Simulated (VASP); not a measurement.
# RhN (Pm-3m) in VASP: a series of runs

The runs below take RhN through relaxation of cell and atoms, relaxation of shape and atoms at fixed volume, with PBE.

Everything below comes from runs of VASP 6.6.1. Logs are shortened: lines on timing, memory, paths and dates and some standing lists are left out, and cuts for length are marked.

## Step 1: The crystal as given

It takes space group Pm-3m (No. 221, cubic). Conventional cell: a = 2.666 Å, b = 2.666 Å, c = 2.666 Å, α = 90.00°, β = 90.00°, γ = 90.00°. Rh (site symmetry m-3m) has 8 N at 2.31 Å as nearest neighbours. N (site symmetry m-3m) has 8 Rh at 2.31 Å as nearest neighbours.

The cell comes from a database or a generator and needn't be the stable form of this composition.

## Step 2: Relaxation of cell and atoms, PBE

The input, INCAR:

```
PREC = Accurate
ENCUT = 600
EDIFF = 1E-6
ISMEAR = -1
SIGMA = 0.05
LREAL = F
LASPH = T
NELM = 60
ALGO = Normal
ISIF = 3
LWAVE = F
LCHARG = F
GGA = PE
IBRION = 2
NSW = 40
EDIFFG = -0.02
PSTRESS = 0
```

The input, KPOINTS:

```
Automatic mesh
0
Gamma
  10 10 10
```

The input, POSCAR:

```
RhN
1.0
    2.6663967600      0.0000000000      0.0000000000
    0.0000000000      2.6663967600      0.0000000000
    0.0000000000      0.0000000000      2.6663967600
Rh N
1 1
Direct
    0.0000000000      0.0000000000      0.0000000000
    0.5000000000      0.5000000000      0.5000000000
```

Potentials or basis: VASP PAW PBE potentials, release 64 (Rh_pv, N).

Started as:

```console
cat potpaw_PBE.64/Rh_pv/POTCAR potpaw_PBE.64/N/POTCAR > POTCAR
mpirun -np 1 vasp_std > vasp.out
```

OUTCAR:

```text
PREC = Accurate
   ENCUT = 600
   EDIFF = 1E-6
   ISMEAR = -1
   LREAL = F
   LASPH = T
   NELM = 60
   ISIF = 3
   GGA = PE
   IBRION = 2
   NSW = 40
   EDIFFG = -0.02
   PSTRESS = 0

 ion  position               nearest neighbor table
   1  0.000  0.000  0.000-   2 2.31   2 2.31   2 2.31   2 2.31   2 2.31   2 2.31   2 2.31   2 2.31

   2  0.500  0.500  0.500-   1 2.31   1 2.31   1 2.31   1 2.31   1 2.31   1 2.31   1 2.31   1 2.31

  LATTYP: Found a simple cubic cell.
 ALAT       =     2.6663967600

  Lattice vectors:

 A1 = (   2.6663967600,   0.0000000000,   0.0000000000)
 A2 = (   0.0000000000,   2.6663967600,   0.0000000000)
 A3 = (   0.0000000000,   0.0000000000,   2.6663967600)

Analysis of symmetry for initial positions (statically):
=====================================================================
 Subroutine PRICEL returns:
 Original cell was already a primitive cell.

 Routine SETGRP: Setting up the symmetry group for a
 simple cubic supercell.

 Subroutine GETGRP returns: Found 48 space group operations
 (whereof 48 operations were pure point group operations)
 out of a pool of 48 trial point group operations.

The static configuration has the point symmetry O_h .

Analysis of symmetry for dynamics (positions and initial velocities):
=====================================================================
 Subroutine PRICEL returns:
 Original cell was already a primitive cell.

 Routine SETGRP: Setting up the symmetry group for a
 simple cubic supercell.

 Subroutine GETGRP returns: Found 48 space group operations
 (whereof 48 operations were pure point group operations)
 out of a pool of 48 trial point group operations.

The dynamic configuration has the point symmetry O_h .

 Subroutine INISYM returns: Found 48 space group operations
 (whereof 48 operations are pure point group operations),
 and found     1 'primitive' translations

----------------------------------------------------------------------------------------

                                     Primitive cell

  volume of cell :      18.9572

  direct lattice vectors                    reciprocal lattice vectors
     2.666396760  0.000000000  0.000000000     0.375037959  0.000000000  0.000000000
     0.000000000  2.666396760  0.000000000     0.000000000  0.375037959  0.000000000
     0.000000000  0.000000000  2.666396760     0.000000000  0.000000000  0.375037959

  length of vectors
     2.666396760  2.666396760  2.666396760     0.375037959  0.375037959  0.375037959

  position of ions in fractional coordinates (direct lattice)
     0.000000000  0.000000000  0.000000000
     0.500000000  0.500000000  0.500000000

  ion indices of the primitive-cell ions
   primitive index   ion index
                 1           1
                 2           2

----------------------------------------------------------------------------------------

 KPOINTS: Automatic mesh

Automatic generation of k-mesh.
 Grid dimensions read from file:
 generate k-points for:   10   10   10

 Generating k-lattice:

  Cartesian coordinates                     Fractional coordinates (reciprocal lattice)
     0.037503796  0.000000000  0.000000000     0.100000000  0.000000000  0.000000000
     0.000000000  0.037503796  0.000000000     0.000000000  0.100000000  0.000000000
     0.000000000  0.000000000  0.037503796     0.000000000  0.000000000  0.100000000

  Length of vectors
     0.037503796  0.037503796  0.037503796

  Shift w.r.t. Gamma in fractional coordinates (k-lattice)
     0.000000000  0.000000000  0.000000000

 Subroutine IBZKPT returns following result:
 ===========================================

 Found     56 irreducible k-points:

 Following reciprocal coordinates:
            Coordinates               Weight
  0.000000  0.000000  0.000000      1.000000
  0.100000  0.000000  0.000000      6.000000
  0.200000  0.000000  0.000000      6.000000
  0.300000  0.000000  0.000000      6.000000
  0.400000  0.000000  0.000000      6.000000
  0.500000  0.000000  0.000000      3.000000
[... 16 lines left out ...]
  0.200000  0.100000  0.100000     24.000000
  0.300000  0.100000  0.100000     24.000000
 [... further k-points ...]
   k-points           NKPTS =     56   k-points in BZ     NKDIM =     56   number of bands    NBANDS=     14
   number of dos      NEDOS =    301   number of ions     NIONS =      2
   total plane-waves  NPLWV =  13824
   dimension x,y,z NGX =    24 NGY =   24 NGZ =   24
   dimension x,y,z NGXF=    48 NGYF=   48 NGZF=   48
   ions per type =               1   1
   NGX,Y,Z   is equivalent  to a cutoff of  14.96, 14.96, 14.96 a.u.
   NGXF,Y,Z  is equivalent  to a cutoff of  29.93, 29.93, 29.93 a.u.
 SYSTEM =  unknown system
   PREC   = accura    normal or accurate (medium, high low for compatibility)
   ISTART =      0    job   : 0-new  1-cont  2-samecut
   ICHARG =      2    charge: 1-file 2-atom 10-const
   ISPIN  =      1    spin polarized calculation?
   LNONCOLLINEAR =      F non collinear calculations
   LSORBIT =      F    spin-orbit coupling
   LASPH  =      T    aspherical Exc in radial PAW
   ENCUT  =  600.0 eV  44.10 Ry    6.64 a.u.   5.33  5.33  5.33*2*pi/ulx,y,z
   NELM   =     60;   NELMIN=  2; NELMDL= -5     # of ELM steps
   EDIFF  = 0.1E-05   stopping-criterion for ELM
   LREAL  =      F    real-space projection
   EDIFFG = -.2E-01   stopping-criterion for IOM
   NSW    =     40    number of steps for IOM
   IBRION =      2    ionic relax: 0-MD 1-quasi-New 2-CG
   NFREE  =      1    steps in history (QN), initial steepest desc. (CG)
   ISIF   =      3    stress and relaxation
   ISYM   =      2    0-nonsym 1-usesym 2-fastsym
   POTIM  = 0.5000    time-step for ionic-motion
   TEBEG  =    0.0;   TEEND  =   0.0 temperature during run
   PSTRESS=    0.0 pullay stress
   NELECT =      20.0000    total number of electrons
   NUPDOWN=      -1.0000    fix difference up-down
   EMIN   =  10.00;   EMAX   =-10.00  energy-range for DOS
   EFERMI =   0.00;   METHOD = LEGACY
   ISMEAR =    -1;   SIGMA  =   0.05  broadening in eV -4-tet -1-fermi 0-gaus
   EFERMI_NEDOS =   21; number of points for ismear=-14 and -15
   IALGO  =     38    algorithm
   IMIX   =      4    mixing-type and parameters
     AMIX     =   0.40;   BMIX     =  1.00
     AMIX_MAG =   1.60;   BMIX_MAG =  1.00
  volume/ion in A,a.u.               =       9.48        63.96
  Fermi-wavevector in a.u.,A,eV,Ry     =   1.666582  3.149384 37.790128  2.777496
  Thomas-Fermi vector in A             =   2.752753
   LORBIT       =      0    0 simple, 1 ext, 2 COOP (PROOUT), +10 PAW based schemes
   GGA     = PE    functional components
   LHFCALC =     F    Hartree Fock is set to
   AEXX    =    0.0000 exact exchange contribution
   IVDW    =     0    specifies the selected vdW correction
   LEPSILON=     F    determine dielectric tensor
   LRPA    =     F    only Hartree local field effects (RPA)
 conjugate gradient relaxation of ions
 non-spin polarized calculation
  energy-cutoff  :      600.00
  volume of cell :       18.96
 maximum number of plane-waves:       655
 NGX is ok and might be reduce to    24
   NGX = 11   NGY = 11   NGZ = 11

--------------------------------------- Ionic step        1  -------------------------------------------

 number of electron      19.9999999 magnetization

 Free energy of the ion-electron system (eV)
  ---------------------------------------------------
  ext. energy  EPLUGINS =         0.00000000
  ---------------------------------------------------
  free energy    TOTEN  =       -12.97798642 eV

  energy without entropy =      -12.96705902  energy(sigma->0) =      -12.97252272

------------------------ aborting loop because EDIFF is reached ----------------------------------------

  FORCE on cell =-STRESS in cart. coord.  units (eV):
  Direction    XX          YY          ZZ          XY          YZ          ZX
  --------------------------------------------------------------------------------------
  -------------------------------------------------------------------------------------
  Total        1.6732866      1.6732866      1.6732866      0.0000000      0.0000000     -0.0000000
  in kB      141.4186169    141.4186169    141.4186169      0.0000000      0.0000000     -0.0000000
  external PRESSURE =     141.4186169 kB  Pullay stress =       0.0000000 kB
[... 21 lines left out ...]
  energy  without entropy=      -12.9670590197  energy(sigma->0) =      -12.97252272

--------------------------------------- Ionic step        2  -------------------------------------------

 number of electron      20.0000008 magnetization

 E-fermi :   9.7135     XC(G=0): -13.4494

 val. band max:        9.7033874658   @ k =   0.3000   0.3000   0.1000
 cond. band min:       9.7876208218   @ k =   0.1000   0.1000   0.1000
 fundamental gap:      0.0842333560
 Fermi energy:         9.7134611463

 k-point     1 :       0.0000    0.0000    0.0000
  band No.  band energies     occupation
      1     -36.9706      2.00000
      2     -36.9706      2.00000
      3     -36.9706      2.00000
      4      -6.4802      2.00000
      5       5.0387      2.00000
      6       5.0387      2.00000
      7       8.3650      2.00000
      8       8.3650      2.00000
      9       8.3650      2.00000
     10       8.9639      2.00000
     11       8.9639      2.00000
     12       8.9639      2.00000
     13      12.8160      0.00000
     14      26.2927      0.00000
[... 424 lines left out ...]
  energy  without entropy=      -12.9236860781  energy(sigma->0) =      -12.93086212

--------------------------------------- Ionic step        3  -------------------------------------------

 number of electron      19.9999994 magnetization

 Free energy of the ion-electron system (eV)
  ---------------------------------------------------
  ext. energy  EPLUGINS =         0.00000000
  ---------------------------------------------------
  free energy    TOTEN  =       -13.01673718 eV

  energy without entropy =      -13.00448537  energy(sigma->0) =      -13.01061127

 E-fermi :  10.9340     XC(G=0): -13.8813

 val. band max:       10.8995576752   @ k =   0.3000   0.3000   0.1000
 cond. band min:      11.0532089454   @ k =   0.5000   0.4000   0.4000
 fundamental gap:      0.1536512702
 Fermi energy:        10.9340200245

 k-point     1 :       0.0000    0.0000    0.0000
  band No.  band energies     occupation
      1     -35.9348      2.00000
      2     -35.9348      2.00000
      3     -35.9348      2.00000
      4      -5.9298      2.00000
      5       5.7110      2.00000
      6       5.7110      2.00000
      7       9.3845      2.00000
      8       9.3845      2.00000
      9       9.3845      2.00000
     10      10.1082      2.00000
     11      10.1082      2.00000
     12      10.1082      2.00000
     13      14.6485      0.00000
     14      27.9687      0.00000
[... 420 lines left out ...]
  FREE ENERGIE OF THE ION-ELECTRON SYSTEM (eV)
  ---------------------------------------------------
  free  energy   TOTEN  =       -13.0167371765 eV

  energy  without entropy=      -13.0044853700  energy(sigma->0) =      -13.01061127

 reached required accuracy - stopping structural energy minimisation
```

It took 18 s on 1 thread of Intel Xeon 6975P-C (Granite Rapids), shared host; peak memory 0.16 GiB.

What came out:

| Item | Value |
| --- | --- |
| Free energy | -13.0167 eV |
| Relaxed volume | 9.95 Å³/atom |
| Relaxed cell | a = 2.710 Å, b = 2.710 Å, c = 2.710 Å, α = 90.00°, β = 90.00°, γ = 90.00° |
| Space group after relaxing (to 0.05 Å) | Pm-3m (No. 221) |
| Energy gained by relaxing | 19.4 meV/atom |
| Ionic steps | 3 |
| Pressure after relaxing | -0.2 GPa |
| Band gap on the k mesh | none (metal or under the smearing width) |

Step by step:
```
step  energy change (eV)  largest force (eV/Å)  pressure (GPa)  volume (Å³)
   1              0.0000                0.0000           14.14        18.96
   2              0.0399                0.0000          -16.01        21.35
   3             -0.0388                0.0000           -0.22        19.89
```

Final structure:
```
Rh N
1.0
     2.70963    0.00000    0.00000
     0.00000    2.70963    0.00000
     0.00000    0.00000    2.70963
Rh N
1 1
Direct
  0.00000 0.00000 0.00000
  0.50000 0.50000 0.50000
```

Levels at points of the mesh, in eV from the Fermi level:
```csv
k point,band 6,band 7,band 8,band 9,band 10,band 11,band 12,band 13,band 14
"(0.00, 0.00, 0.00)",-5.22,-1.55,-1.55,-1.55,-0.83,-0.83,-0.83,3.71,17.03
"(0.50, 0.00, 0.00)",-4.62,-4.39,-4.39,-0.62,0.30,2.38,2.38,8.48,10.65
"(0.50, 0.50, 0.00)",-5.17,-4.22,-2.19,-2.19,-1.47,-0.64,0.49,8.38,12.83
"(0.50, 0.50, 0.50)",-7.87,-7.87,0.58,0.58,2.85,2.85,2.85,7.67,7.67
```

(Part 1 of 2 ends here.)
